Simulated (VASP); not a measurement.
Input of a VASP 6.6.1 run:

The input POSCAR:

```
MgGa23N24                               
1.0
   -3.2177240000     -5.5732640000      5.2440550000
    6.4354500000      0.0000000000      5.2440550000
   -3.2177260000      5.5732640000      5.2440550000
  Mg              Ga              N             
     1    23    24
Direct
     0.8325344052295656    0.4985053810843501    0.6654753650813606
     0.6647844394312785    0.3333962946874824    0.9983610267897944
     0.9978153742978477    0.6670785156117758    0.3333183575123164
     0.6673054353720030    0.8313882804437879    0.4977867377941589
     0.0008312704673387    0.1661548215270906    0.8309015165774832
     0.1654541102999321    0.3307673233648998    0.5004837451584299
     0.5002376575750347    0.6637204164559040    0.8340208229331891
     0.8331056217427678    0.9996475848678746    0.1657541483651555
     0.3327432339876061    0.4990724719502700    0.1667145410834670
     0.3335690950761666    0.9986556528642623    0.6660396131949465
     0.1662640548690638    0.8322617016537984    0.9992907712089100
     0.5010533423637427    0.1669985935309438    0.3338503087086465
     0.6678815622502385    0.5016511224401851    0.3325850902927866
     0.4995780020862233    0.3339903643757240    0.6684138320733545
     0.8355183864517589    0.6663071646125708    0.9985899581376990
     0.4998960977254270    0.8329233127771584    0.1664103608877523
     0.8353074386628896    0.1656897458459933    0.5012032889982189
     0.9992760258345065    0.3330884945250018    0.1660870650492700
     0.3325814983251794    0.6655249374237966    0.5000655119353353
     0.6665858443945577    0.9988874441255714    0.8326287911084728
     0.1654972736751590    0.5014547410356477    0.8332842740963727
     0.1666964112517705    0.9995511529831445    0.3330994601525186
     0.9999644487250979    0.8317140852112166    0.6686310322420503
     0.3330773032464743    0.1662191685510205    0.9998064854882419
     0.6263613078801651    0.2925561890044786    0.4593372926177455
     0.4584110030369316    0.1239297042670764    0.7919645728884567
     0.7917116014294512    0.4577807464414665    0.1241592786596833
     0.4576818160889501    0.6250613101710463    0.2917978421162046
     0.7913563354948244    0.9571655900289588    0.6250338483036751
     0.9587428324382689    0.1247808114377328    0.2910136165395536
     0.2910647461706715    0.4578775809696788    0.6247414304819623
     0.6257071195092178    0.7916023190988838    0.9591983769414220
     0.1257695611230268    0.2918614755471797    0.9587686364538262
     0.1253971485637372    0.7922720022860135    0.4589157644685818
     0.9633302185986453    0.6294003984745355    0.7963977748446359
     0.2920704226057202    0.9583350997128842    0.1252379876815615
     0.7904656102074912    0.6304451512895730    0.4496613469848569
     0.6167677469585586    0.4564183804061147    0.7972927586435791
     0.9597124180238874    0.7935781788855856    0.1253522764323451
     0.6248166959600767    0.9602065876339715    0.2908333319263354
     0.9644054940870267    0.2826524455539396    0.6235630658497275
     0.1249562424369154    0.4583675800594091    0.2920737483446116
     0.4588550507880650    0.7909016039788962    0.6253180196987191
     0.7921532289864220    0.1248941103262719    0.9579817187615812
     0.2922415303726263    0.6256463048435367    0.9605931563118649
     0.2942995232136845    0.1239043645525164    0.4577272504636138
     0.1275010897070161    0.9582587238925794    0.7926967946648630
     0.4578214729769924    0.2907817991882009    0.1271434550506594
```

File INCAR.step1:

```
SYSTEM = MgGa23N24
ALGO = Normal
EDIFF = 1E-5
ENCUT = 400
GGA = PE
ICORELEVEL = 1
ISIF = 2
ISMEAR = 0
LASPH = .True.
LCHARG = .False.
LREAL = Auto
LUSENCCL = .False.
LWAVE = .True.
NELECT = 422.0
NELM = 80
PREC = Normal
SIGMA = 0.01
```

Contents of INCAR.step2:

```
SYSTEM = MgGa23N24
ALGO = Normal
EDIFF = 1E-6
ENCUT = 400
GGA = PE
HFSCREEN = 0.2
ICORELEVEL = 1
ISIF = 2
ISMEAR = 0
ISTART = 1
LASPH = .True.
LCHARG = .False.
LHFCALC = .True.
LREAL = Auto
LUSENCCL = .False.
LWAVE = .False.
NELECT = 422.0
NELM = 80
PREC = Normal
PRECFOCK = Fast
SIGMA = 0.01
```

The input KPOINTS:

```
k-points
0
Gamma
  1 1 1
  0 0 0
```

Potentials or basis: VASP PAW PBE potentials, release 64 (Mg, Ga_d, N).

Command:

```console
$ cat potpaw_PBE.64/Mg/POTCAR potpaw_PBE.64/Ga_d/POTCAR potpaw_PBE.64/N/POTCAR > POTCAR
$ cp INCAR.step1 INCAR
$ mpirun -np 1 vasp_gam > vasp.out
$ cp INCAR.step2 INCAR
$ mpirun -np 1 vasp_gam > vasp.out
```

Q: Predict the band gap on the k mesh.

A: 3.11 eV, direct.

Q: What does it give for the largest force?

A: 0.210 eV/Å.

Core levels (eV, on the scale of the bands):
| atom | levels |
| --- | --- |
| 1 Mg | 1s -1247.0, 2s -67.7, 2p -34.4 |
| 2 Ga | 1s -10216.3, 2s -1249.7, 2p -1086.2, 3s -136.5, 3p -87.3 |
| 3 Ga | 1s -10216.3, 2s -1249.7, 2p -1086.2, 3s -136.5, 3p -87.3 |
| 4 Ga | 1s -10216.3, 2s -1249.7, 2p -1086.2, 3s -136.5, 3p -87.3 |
| 5 Ga | 1s -10216.3, 2s -1249.7, 2p -1086.2, 3s -136.5, 3p -87.3 |
| 6 Ga | 1s -10216.3, 2s -1249.7, 2p -1086.2, 3s -136.5, 3p -87.3 |

Caveat: the cell is charged against a uniform background, so pressure and absolute levels hang on convention; the PAW data sets were made with another functional, which shifts forces and pressure a little.
